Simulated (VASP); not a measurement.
**GaP: Born charges and dielectric tensor with LDA**

**The experiment to reproduce.**

From “Stacking defects in GaP nanowires: Electronic structure and optical properties”, 2018, arxiv:1810.01194, for a bulk crystal of GaP at 10 K: band gap 2.34 eV (indirect).

GaP:

```
CELL_PARAMETERS angstrom
0.00000 2.72581 2.72581
2.72581 0.00000 2.72581
2.72581 2.72581 0.00000
ATOMIC_POSITIONS crystal
Ga 0.00000 0.00000 0.00000
P 0.75000 0.75000 0.75000
```

The cell is a database's computed one.

| Quantity | Value |
| --- | --- |
| Program | VASP 6.6.1 |
| Task | Born charges and dielectric tensor |
| Functional | LDA |
| Potentials or basis | VASP PAW LDA potentials, release 64 (Ga_d, P) |
| Cutoff | 600 eV |
| k mesh | 8 × 8 × 8 |
| Occupations | gaussian, width 0.02 eV |
| Spin | no spin polarisation |
| Further INCAR settings | ALGO = Normal; EDIFF = 1e-08; IBRION = 8; NSW = 1 |

| Property | Result |
| --- | --- |
| Band gap on the k mesh | 1.49 eV, indirect (least direct gap 1.63 eV) |
| Electronic dielectric tensor (diagonal) | 11.92 |
| Born charges (mean of the diagonal) | Ga +2.18; P -2.18 e |
| Highest phonon frequency at Γ, LO-TO splitting left out | 350 cm⁻¹ |

Levels at points of the mesh, in eV from the valence-band top:
| k point | band 5 | band 6 | band 7 | band 8 | band 9 | band 10 | band 11 | band 12 | band 13 |
| --- | --- | --- | --- | --- | --- | --- | --- | --- | --- |
| (0.00, 0.00, 0.00) | -14.61 | -12.50 | 0.00 | 0.00 | 0.00 | 1.63 | 3.79 | 3.79 | 3.79 |
| (0.50, 0.00, 0.00) | -14.60 | -10.42 | -6.71 | -1.13 | -1.13 | 1.51 | 4.63 | 4.63 | 8.05 |
| (0.50, 0.50, 0.00) | -14.59 | -9.50 | -6.84 | -2.71 | -2.71 | 1.50 | 1.68 | 10.45 | 10.45 |

Phonon frequencies in cm⁻¹ (negative: imaginary):
```
              q point        frequencies
(0.000, 0.000, 0.000)  0 0 0 350 350 350
```

Electronic dielectric tensor:
```
11.92  0.00  0.00
 0.00 11.92  0.00
 0.00  0.00 11.92
```

Born effective charge tensors (e):
atom 1, Ga
```
2.18 0.00 0.00
0.00 2.18 0.00
0.00 0.00 2.18
```
atom 2, P
```
-2.18  0.00  0.00
 0.00 -2.18  0.00
 0.00  0.00 -2.18
```

Run time: 12 min on 1 thread of Intel(R) Xeon(R) Platinum 8175M CPU @ 2.50GHz (Skylake/Cascade Lake) (shared host), peak memory 0.3 GiB.

A measured gap of GaP is 2.34 eV (indirect; 10 K; quoted in “Stacking defects in GaP nanowires: Electronic structure and optical properties”, 2018, arxiv:1810.01194); the calculated 1.49 eV misses it by -0.85 eV. Spin-orbit coupling on Ga is left out. The value is that of LDA on a finite k mesh, which can miss the band edges, without temperature or zero-point motion. Semilocal functionals fall short of measured gaps as a rule. The cell is a database's relaxed one, not the measured one, which moves gaps too.
